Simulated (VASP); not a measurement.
# SnGe18H3 in VASP: relaxation of the atoms with PBE

Aim: the relaxation of the atoms of SnGe18H3 with PBE.

Everything below comes from runs of VASP 6.6.1. Logs are shortened: lines on timing, memory, paths and dates and some standing lists are left out, and cuts for length are marked.

### Step 1. The structure

The cell holds a slab with vacuum, 66 atoms: a = 12.223 Å, b = 12.223 Å, c = 22.045 Å, α = 90.00°, β = 90.00°, γ = 120.00°.

### Step 2. Relaxation of the atoms, PBE

Input file INCAR:

```
PREC = Accurate
ENCUT = 300
EDIFF = 1E-6
ISMEAR = 0
SIGMA = 0.03
LREAL = F
LASPH = T
NELM = 80
ALGO = Normal
ISIF = 2
LWAVE = F
LCHARG = F
GGA = PE
IBRION = 2
NSW = 60
EDIFFG = -0.01
KPAR = 2
```

Input file KPOINTS:

```
Automatic mesh
0
Gamma
  3 3 1
```

Input file POSCAR:

```
SnGe18H3
1.0
   12.2230478200      0.0000000000      0.0000000000
   -6.1115239100     10.5854699200      0.0000000000
    0.0000000000      0.0000000000     22.0450575600
Ge H Sn
54 9 3
Selective dynamics
Direct
    0.0075575300      0.0151150600      0.7051493300  T T T
    0.0075575300      0.3257758000      0.7051493300  T T T
   -0.0151150600      0.6591091400      0.7051493300  T T T
    0.3408908600     -0.0075575300      0.7051493300  T T T
    0.3182182700      0.3257758000      0.7051493300  T T T
    0.3408908600      0.6817817300      0.7051493300  T T T
    0.6515516100     -0.0075575300      0.7051493300  T T T
    0.6742242000      0.3484483900      0.7051493300  T T T
    0.6742242000      0.6591091400      0.7051493300  T T T
    0.1111111100      0.2222222200      0.6470105300  T T T
    0.1111111100      0.5555555600      0.6674232700  T T T
    0.1111111100      0.8888888900      0.6674232700  T T T
    0.4444444400      0.2222222200      0.6674232700  T T T
    0.4444444400      0.5555555600      0.6674232700  T T T
    0.4444444400      0.8888888900      0.6470105300  T T T
    0.7777777800      0.2222222200      0.6674232700  T T T
    0.7777777800      0.5555555600      0.6470105300  T T T
    0.7777777800      0.8888888900      0.6674232700  T T T
    0.1111111100      0.2222222200      0.5542451100  T T T
    0.1111111100      0.5555555600      0.5542451100  T T T
    0.1111111100      0.8888888900      0.5542451100  T T T
    0.4444444400      0.2222222200      0.5542451100  T T T
    0.4444444400      0.5555555600      0.5542451100  T T T
    0.4444444400      0.8888888900      0.5542451100  T T T
    0.7777777800      0.2222222200      0.5542451100  T T T
    0.7777777800      0.5555555600      0.5542451100  T T T
    0.7777777800      0.8888888900      0.5542451100  T T T
    0.2222222200      0.1111111100      0.5165190500  T T T
    0.2222222200      0.4444444400      0.5165190500  T T T
    0.2222222200      0.7777777800      0.5165190500  T T T
    0.5555555600      0.1111111100      0.5165190500  T T T
    0.5555555600      0.4444444400      0.5165190500  T T T
    0.5555555600      0.7777777800      0.5165190500  T T T
    0.8888888900      0.1111111100      0.5165190500  T T T
    0.8888888900      0.4444444400      0.5165190500  T T T
    0.8888888900      0.7777777800      0.5165190500  T T T
    0.2222222200      0.1111111100      0.4033408900  F F F
    0.2222222200      0.4444444400      0.4033408900  F F F
    0.2222222200      0.7777777800      0.4033408900  F F F
    0.5555555600      0.1111111100      0.4033408900  F F F
    0.5555555600      0.4444444400      0.4033408900  F F F
    0.5555555600      0.7777777800      0.4033408900  F F F
    0.8888888900      0.1111111100      0.4033408900  F F F
    0.8888888900      0.4444444400      0.4033408900  F F F
    0.8888888900      0.7777777800      0.4033408900  F F F
    0.0000000000      0.0000000000      0.3656148300  F F F
    0.0000000000      0.3333333300      0.3656148300  F F F
    0.0000000000      0.6666666700      0.3656148300  F F F
    0.3333333300      0.0000000000      0.3656148300  F F F
    0.3333333300      0.3333333300      0.3656148300  F F F
    0.3333333300      0.6666666700      0.3656148300  F F F
    0.6666666700      0.0000000000      0.3656148300  F F F
    0.6666666700      0.3333333300      0.3656148300  F F F
    0.6666666700      0.6666666700      0.3656148300  F F F
    0.0000000000      0.0000000000      0.2948506700  F F F
    0.0000000000      0.3333333300      0.2948506700  F F F
    0.0000000000      0.6666666700      0.2948506700  F F F
    0.3333333300      0.0000000000      0.2948506700  F F F
    0.3333333300      0.3333333300      0.2948506700  F F F
    0.3333333300      0.6666666700      0.2948506700  F F F
    0.6666666700      0.0000000000      0.2948506700  F F F
    0.6666666700      0.3333333300      0.2948506700  F F F
    0.6666666700      0.6666666700      0.2948506700  F F F
    0.1111111100      0.2222222200      0.7985943100  T T T
    0.4444444400      0.8888888900      0.7831713500  T T T
    0.7777777800      0.5555555600      0.7831713500  T T T
```

Potentials or basis: VASP PAW PBE potentials, release 64 (Ge, H, Sn).

The run is started by

```console
> cat potpaw_PBE.64/Ge/POTCAR potpaw_PBE.64/H/POTCAR potpaw_PBE.64/Sn/POTCAR > POTCAR
> mpirun -np 8 vasp_std > vasp.out
```

OUTCAR:

```text
PREC = Accurate
   ENCUT = 300
   EDIFF = 1E-6
   ISMEAR = 0
   LREAL = F
   LASPH = T
   NELM = 80
   ISIF = 2
   GGA = PE
   IBRION = 2
   NSW = 60
   EDIFFG = -0.01

 ion  position               nearest neighbor table
   1  0.008  0.015  0.705-  10 2.54  18 2.57  12 2.57  64 3.01
   2  0.008  0.326  0.705-  10 2.54  16 2.57  11 2.57  64 3.01
   3  0.985  0.659  0.705-  17 2.54  12 2.57  11 2.57  66 2.79
   4  0.341  0.992  0.705-  15 2.54  13 2.57  12 2.57  65 2.79
   5  0.318  0.326  0.705-  10 2.54  13 2.57  14 2.57  64 3.01
   6  0.341  0.682  0.705-  15 2.54  14 2.57  11 2.57  65 2.79
   7  0.652  0.992  0.705-  15 2.54  16 2.57  18 2.57  65 2.79
   8  0.674  0.348  0.705-  17 2.54  16 2.57  13 2.57  66 2.79
   9  0.674  0.659  0.705-  17 2.54  18 2.57  14 2.57  66 2.79
  10  0.111  0.222  0.647-  19 2.05   1 2.54   5 2.54   2 2.54
  11  0.111  0.556  0.667-  20 2.50   6 2.57   3 2.57   2 2.57
  12  0.111  0.889  0.667-  21 2.50   3 2.57   1 2.57   4 2.57
  13  0.444  0.222  0.667-  22 2.50   4 2.57   5 2.57   8 2.57
  14  0.444  0.556  0.667-  23 2.50   6 2.57   5 2.57   9 2.57
  15  0.444  0.889  0.647-  24 2.05   6 2.54   4 2.54   7 2.54  65 3.00
  16  0.778  0.222  0.667-  25 2.50   7 2.57   8 2.57   2 2.57
  17  0.778  0.556  0.647-  26 2.05   9 2.54   3 2.54   8 2.54  66 3.00
  18  0.778  0.889  0.667-  27 2.50   9 2.57   1 2.57   7 2.57
  19  0.111  0.222  0.554-  10 2.05  29 2.50  28 2.50  34 2.50
  20  0.111  0.556  0.554-  11 2.50  30 2.50  35 2.50  29 2.50
  21  0.111  0.889  0.554-  12 2.50  28 2.50  30 2.50  36 2.50
  22  0.444  0.222  0.554-  13 2.50  32 2.50  28 2.50  31 2.50
  23  0.444  0.556  0.554-  14 2.50  33 2.50  29 2.50  32 2.50
[... 29 lines left out ...]
  53  0.667  0.333  0.366-  62 1.56  40 2.50  41 2.50  44 2.50
  54  0.667  0.667  0.366-  63 1.56  45 2.50  42 2.50  41 2.50
  55  0.000  0.000  0.295-  46 1.56
  56  0.000  0.333  0.295-  47 1.56
  57  0.000  0.667  0.295-  48 1.56
  58  0.333  0.000  0.295-  49 1.56
  59  0.333  0.333  0.295-  50 1.56
  60  0.333  0.667  0.295-  51 1.56
  61  0.667  0.000  0.295-  52 1.56
  62  0.667  0.333  0.295-  53 1.56
  63  0.667  0.667  0.295-  54 1.56
  64  0.111  0.222  0.799-   1 3.01   5 3.01   2 3.01
  65  0.444  0.889  0.783-   6 2.79   4 2.79   7 2.79  15 3.00
  66  0.778  0.556  0.783-   3 2.79   9 2.79   8 2.79  17 3.00

  LATTYP: Found a hexagonal cell.
 ALAT       =    12.2230478200
 C/A-ratio  =     1.8035646988

  Lattice vectors:

 A1 = (  12.2230478200,   0.0000000000,   0.0000000000)
 A2 = (  -6.1115239100,  10.5854699200,   0.0000000000)
 A3 = (   0.0000000000,   0.0000000000,  22.0450575600)

Analysis of symmetry for initial positions (statically):
=====================================================================
 Subroutine PRICEL returns:
 Original cell was already a primitive cell.

 Routine SETGRP: Setting up the symmetry group for a
 hexagonal supercell.

 Subroutine GETGRP returns: Found  6 space group operations
 (whereof  2 operations were pure point group operations)
 out of a pool of 24 trial point group operations.

The static configuration has the point symmetry C_1h.
 The point group associated with its full space group is C_3v.

Analysis of symmetry for dynamics (positions and initial velocities):
=====================================================================
 Subroutine PRICEL returns:
 Original cell was already a primitive cell.

 Routine SETGRP: Setting up the symmetry group for a
 hexagonal supercell.

 Subroutine GETGRP returns: Found  6 space group operations
 (whereof  2 operations were pure point group operations)
 out of a pool of 24 trial point group operations.

The dynamic configuration has the point symmetry C_1h.
 The point group associated with its full space group is C_3v.

[... 203 lines left out ...]
   total plane-waves  NPLWV = 617400
   dimension x,y,z NGX =    70 NGY =   70 NGZ =  126
   dimension x,y,z NGXF=   140 NGYF=  140 NGZF=  252
   ions per type =              54   9   3
   NGX,Y,Z   is equivalent  to a cutoff of   9.52,  9.52,  9.50 a.u.
   NGXF,Y,Z  is equivalent  to a cutoff of  19.04, 19.04, 19.00 a.u.
 SYSTEM =  unknown system
   PREC   = accura    normal or accurate (medium, high low for compatibility)
   ISTART =      0    job   : 0-new  1-cont  2-samecut
   ICHARG =      2    charge: 1-file 2-atom 10-const
   ISPIN  =      1    spin polarized calculation?
   LNONCOLLINEAR =      F non collinear calculations
   LSORBIT =      F    spin-orbit coupling
   LASPH  =      T    aspherical Exc in radial PAW
   ENCUT  =  300.0 eV  22.05 Ry    4.70 a.u.  17.26 17.26 31.13*2*pi/ulx,y,z
   NELM   =     80;   NELMIN=  2; NELMDL= -5     # of ELM steps
   EDIFF  = 0.1E-05   stopping-criterion for ELM
   LREAL  =      F    real-space projection
   EDIFFG = -.1E-01   stopping-criterion for IOM
   NSW    =     60    number of steps for IOM
   IBRION =      2    ionic relax: 0-MD 1-quasi-New 2-CG
   NFREE  =      1    steps in history (QN), initial steepest desc. (CG)
   ISIF   =      2    stress and relaxation
   ISYM   =      2    0-nonsym 1-usesym 2-fastsym
   POTIM  = 0.5000    time-step for ionic-motion
   TEBEG  =    0.0;   TEEND  =   0.0 temperature during run
   PSTRESS=    0.0 pullay stress
   NELECT =     237.0000    total number of electrons
   NUPDOWN=      -1.0000    fix difference up-down
   EMIN   =  10.00;   EMAX   =-10.00  energy-range for DOS
   EFERMI =   0.00;   METHOD = LEGACY
   ISMEAR =     0;   SIGMA  =   0.03  broadening in eV -4-tet -1-fermi 0-gaus
   EFERMI_NEDOS =   21; number of points for ismear=-14 and -15
   IALGO  =     38    algorithm
   IMIX   =      4    mixing-type and parameters
     AMIX     =   0.40;   BMIX     =  1.00
     AMIX_MAG =   1.60;   BMIX_MAG =  1.00
  volume/ion in A,a.u.               =      43.22       291.64
  Fermi-wavevector in a.u.,A,eV,Ry     =   0.714371  1.349966  6.943411  0.510326
  Thomas-Fermi vector in A             =   1.802254
   LORBIT       =      0    0 simple, 1 ext, 2 COOP (PROOUT), +10 PAW based schemes
   GGA     = PE    functional components
   LHFCALC =     F    Hartree Fock is set to
   AEXX    =    0.0000 exact exchange contribution
   IVDW    =     0    specifies the selected vdW correction
   LEPSILON=     F    determine dielectric tensor
   LRPA    =     F    only Hartree local field effects (RPA)
 conjugate gradient relaxation of ions
 non-spin polarized calculation
 Gauss-broadening in eV      SIGMA  =   0.03
  energy-cutoff  :      300.00
  volume of cell :     2852.34
 maximum number of plane-waves:     33675
 NGX is ok and might be reduce to    70
   NGX = 35   NGY = 35   NGZ = 63

--------------------------------------- Ionic step        1  -------------------------------------------

 number of electron     236.9999990 magnetization

 Free energy of the ion-electron system (eV)
  ---------------------------------------------------
  ext. energy  EPLUGINS =         0.00000000
  ---------------------------------------------------
  free energy    TOTEN  =      -272.31869104 eV

  energy without entropy =     -272.30913205  energy(sigma->0) =     -272.31391154

------------------------ aborting loop because EDIFF is reached ----------------------------------------

  FORCE on cell =-STRESS in cart. coord.  units (eV):
  Direction    XX          YY          ZZ          XY          YZ          ZX
  --------------------------------------------------------------------------------------
  -------------------------------------------------------------------------------------
  Total      -10.4402501    -10.4402501     44.2149902      0.0000000     -0.0000000      0.0000000
  in kB       -5.8643596     -5.8643596     24.8358612      0.0000000     -0.0000000      0.0000000
  external PRESSURE =       4.3690473 kB  Pullay stress =       0.0000000 kB
[... 281 lines left out ...]
  FREE ENERGIE OF THE ION-ELECTRON SYSTEM (eV)
  ---------------------------------------------------
  free  energy   TOTEN  =      -275.2625351747 eV

  energy  without entropy=     -275.2498300498  energy(sigma->0) =     -275.25618261

[... ionic steps 4 to 23 ...]

--------------------------------------- Ionic step       24  -------------------------------------------

 number of electron     236.9999989 magnetization

------------------------ aborting loop because EDIFF is reached ----------------------------------------
[... 195 lines left out ...]
--------------------------------------- Ionic step       26  -------------------------------------------

 number of electron     236.9999995 magnetization

 Free energy of the ion-electron system (eV)
  ---------------------------------------------------
  ext. energy  EPLUGINS =         0.00000000
  ---------------------------------------------------
  free energy    TOTEN  =      -275.92143920 eV

  energy without entropy =     -275.91706968  energy(sigma->0) =     -275.91925444

 E-fermi :  -0.6054     XC(G=0):  -5.1400

 val. band max:       -0.6511515231   @ k =   0.3333  -0.0000   0.0000
 cond. band min:      -0.5940621013   @ k =   0.0000   0.0000   0.0000
 fundamental gap:      0.0570894218
 Fermi energy:        -0.6053962059

 k-point     1 :       0.0000    0.0000    0.0000
  band No.  band energies     occupation
      1     -12.5667      2.00000
      2     -11.9786      2.00000
      3     -11.6318      2.00000
      4     -11.6195      2.00000
      5     -11.4305      2.00000
      6     -11.4305      2.00000
[... 388 lines left out ...]
    129       1.1882      0.00000
    130       1.3359      0.00000
 [bands above 130 left out]

------------------------ aborting loop because EDIFF is reached ----------------------------------------

  FORCE on cell =-STRESS in cart. coord.  units (eV):
  Direction    XX          YY          ZZ          XY          YZ          ZX
  --------------------------------------------------------------------------------------
  -------------------------------------------------------------------------------------
  Total       -7.6533789     -7.6533789     -0.3415209     -0.0000000      0.0000000      0.0000000
  in kB       -4.2989551     -4.2989551     -0.1918346     -0.0000000      0.0000000      0.0000000
  external PRESSURE =      -2.9299149 kB  Pullay stress =       0.0000000 kB
[... 81 lines left out ...]
  FREE ENERGIE OF THE ION-ELECTRON SYSTEM (eV)
  ---------------------------------------------------
  free  energy   TOTEN  =      -275.9214392013 eV

  energy  without entropy=     -275.9170696802  energy(sigma->0) =     -275.91925444

 reached required accuracy - stopping structural energy minimisation
```

Wall time 2.3 h (8 MPI ranks of Intel Xeon Platinum 8259CL at 2.50GHz (Skylake/Cascade Lake), shared host); peak memory 0.62 GiB.

What came out:

```
Free energy               : -275.9214 eV
Energy gained by relaxing : 54.6 meV/atom
Ionic steps               : 26
Band gap on the k mesh    : none (metal or under the smearing width)
```

Step by step:
```csv
step,energy change (eV),largest force (eV/Å),pressure (GPa)
1,0.0000,6.9041,0.44
2,-1.8022,3.4809,0.31
3,-2.9438,0.7604,0.11
4,-2.9446,0.7653,0.11
5,-3.2504,0.5379,0.01
6,-3.3597,0.4165,-0.08
7,-3.4341,0.4326,-0.09
8,-3.4713,0.4588,-0.10
9,-3.5243,0.4028,-0.12
10,-3.5396,0.3828,-0.13
11,-3.5733,0.3830,-0.16
12,-3.5810,0.3828,-0.17
13,-3.5898,0.3852,-0.19
14,-3.5901,0.3848,-0.19
15,-3.5930,0.3829,-0.20
16,-3.5938,0.3799,-0.22
17,-3.5941,0.3807,-0.22
18,-3.5962,0.3774,-0.23
19,-3.5966,0.3745,-0.24
20,-3.5980,0.3730,-0.25
21,-3.5986,0.3722,-0.27
22,-3.6002,0.3723,-0.27
23,-3.6009,0.3727,-0.28
24,-3.6021,0.3739,-0.29
25,-3.6022,0.3747,-0.29
26,-3.6027,0.3755,-0.29
```

Levels at points of the mesh, in eV from the Fermi level:
```csv
k point,band 115,band 116,band 117,band 118,band 119,band 120,band 121,band 122
"(0.00, 0.00, 0.00)",-0.43,-0.33,-0.30,-0.24,0.01,0.01,0.31,0.46
```

Caveat: the cutoff is under 1.25 times the usual one of these potentials, so pressure, stress and relaxed cells hold a basis-set (Pulay) error.
